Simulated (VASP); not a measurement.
VASP ran on this input.

**KPOINTS**
```
Regular mesh
0
gamma
 5 5 5
0 0 0
```

POSCAR:
```
CsI
1.0
  4.5700000000   0.0000000000   0.0000000000
  0.0000000000   4.5700000000   0.0000000000
  0.0000000000   0.0000000000   4.5700000000
Cs I
1 1
Cartesian
  0.0000000000   0.0000000000   0.0000000000
  2.2850000000   2.2850000000   2.2850000000
```

### INCAR
```
# general
SYSTEM   = CsI
PREC     = Accurate
ENCUT    = 520
LREAL    = .FALSE.   # projection in real space or not
LASPH    = .TRUE.

# electronic loop
EDIFF    = 1E-6   # SCF stop (eV)
NELM     = 100
ALGO     = Normal   # blocked Davidson
LMAXMIX  = 4   # l cut-off of mixed one-centre charges

# smearing
ISMEAR   = 0   # Gaussian
SIGMA    = 0.05   # width (eV)

# functional
GGA      = CX
LUSE_VDW = .TRUE.
AGGAC    = 0.0

# ions
IBRION   = 2
NSW      = 60   # most ionic steps
ISIF     = 3   # ions, shape and volume
EDIFFG   = -0.01

# output
LWAVE    = .FALSE.
LCHARG   = .FALSE.
```

POTCAR, in this order: Cs_sv I (PBE.64 set). Program: vasp_std.

### Question
Write an equivalent input for Quantum ESPRESSO's pw.x.

### Answer
One equivalent input (not run):
```
&CONTROL
  calculation = 'vc-relax'
  pseudo_dir = './pseudo'
  outdir = './out'
  tprnfor = .true.
  tstress = .true.
  nstep = 60
  forc_conv_thr = 0.00039
/
&SYSTEM
  ibrav = 0
  nat = 2
  ntyp = 2
  ecutwfc = 70
  occupations = 'smearing'
  smearing = 'gaussian'
  degauss = 0.003675
  input_dft = 'vdw-df-cx'
/
&ELECTRONS
  conv_thr = 7.3e-08
  electron_maxstep = 100
/
&IONS
/
&CELL
/
ATOMIC_SPECIES
  Cs 132.905 Cs.upf
  I 126.904 I.upf
CELL_PARAMETERS angstrom
     4.5700000    0.0000000    0.0000000
     0.0000000    4.5700000    0.0000000
     0.0000000    0.0000000    4.5700000
ATOMIC_POSITIONS crystal
  Cs   0.0000000  0.0000000  0.0000000
  I    0.5000000  0.5000000  0.5000000
K_POINTS automatic
  5 5 5 0 0 0
```
What does not carry over: the potentials are each code's own (VASP's PAW set, PseudoDojo norm-conserving files in pw.x), so ENCUT and ecutwfc are chosen apart and not converted; conv_thr bounds pw.x's estimated SCF error, while EDIFF bounds the energy change between steps; forc_conv_thr acts on force components and is met together with etot_conv_thr.

The compound is CsI in the CsCl type structure. This run relaxes it. Symmetry was kept, so distortions that lower it aren't found.
